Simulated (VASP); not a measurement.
```yaml
crystal:
  lattice:
    - [0.00000, 3.58225, 3.58225]
    - [3.58225, 0.00000, 3.58225]
    - [3.58225, 3.58225, 0.00000]
  atoms:
    - { symbol: Ba, position: [0.00000, 0.00000, 0.00000] }
    - { symbol: Te, position: [0.50000, 0.50000, 0.50000] }
```

Level of theory: revPBE GGA, VASP's PBE PAW potentials (set 64) (plane waves; VASP 6.6.1). Numerical set-up: 520 eV cut-off, 7×7×7 Γ-centred mesh, tetrahedra with Blöchl corrections, potentials Ba_sv Te.

**Question.** What does the run give for the energy per atom (σ→0)?

**Answer.** 
```json
{
  "energy per atom (σ→0)": "-4.075 eV/atom"
}
```

Total energies compare only between runs with the same potentials, cut-off and functional.

The compound is BaTe in the rock salt structure. It was relaxed first, which changed the volume by +7 %.
